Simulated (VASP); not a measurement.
All values below come from PBE GGA, VASP's PBE PAW potentials (set 64) (plane waves; VASP 6.6.1).

Input for VASP

KPOINTS:
```
Automatic mesh
0
G
8 8 4
0 0 0
```

INCAR:
```
# general
SYSTEM =GaN
PREC   =Accurate
ENCUT  =600
LREAL  =.FALSE.
LASPH  =.TRUE.

# electronic loop
EDIFF  =1E-7
NELM   =100
ALGO   =Normal
LMAXMIX=4

# smearing
ISMEAR =0
SIGMA  =0.05

# functional
GGA    =PE

# ions
ISIF   =2

# output
LWAVE  =.FALSE.
LCHARG =.FALSE.
```

**POSCAR**
```
GaN
1
    1.6095764798    -2.7878682026     0.0000000000
    1.6095764798     2.7878682026     0.0000000000
    0.0000000000     0.0000000000     5.2396186207
Ga N
2 2
Direct
  0.6666670000   0.3333330000   0.5000411912
  0.3333330000   0.6666670000   0.0000411912
  0.6666670000   0.3333330000   0.8769588088
  0.3333330000   0.6666670000   0.3769588088
```

POTCAR, in this order: Ga_d N (PBE.64 set). Program: vasp_std.

**Question.** Predict the energy per atom (σ→0).

**Answer.** 
energy per atom (σ→0): -586.9 kJ/mol of atoms

OSZICAR:
```
...
DAV:   9    -0.243291895387E+02    0.25113E-01   -0.12628E-01  2344   0.598E+00    0.350E-01
DAV:  10    -0.243302598594E+02   -0.10703E-02   -0.65423E-03  1574   0.909E-01    0.161E-01
DAV:  11    -0.243301875511E+02    0.72308E-04   -0.15766E-03  2018   0.733E-01    0.311E-02
DAV:  12    -0.243302023611E+02   -0.14810E-04   -0.20250E-04  1468   0.110E-01    0.156E-02
DAV:  13    -0.243302025525E+02   -0.19134E-06   -0.33969E-05  1848   0.137E-01    0.765E-03
DAV:  14    -0.243302029274E+02   -0.37496E-06   -0.42984E-06  2120   0.366E-02    0.999E-04
DAV:  15    -0.243302028439E+02    0.83542E-07   -0.44804E-07  1834   0.104E-02
   1 F= -.24330203E+02 E0= -.24330203E+02  d E =-.941437E-16
```

The compound is GaN in the wurtzite structure. It was relaxed first.
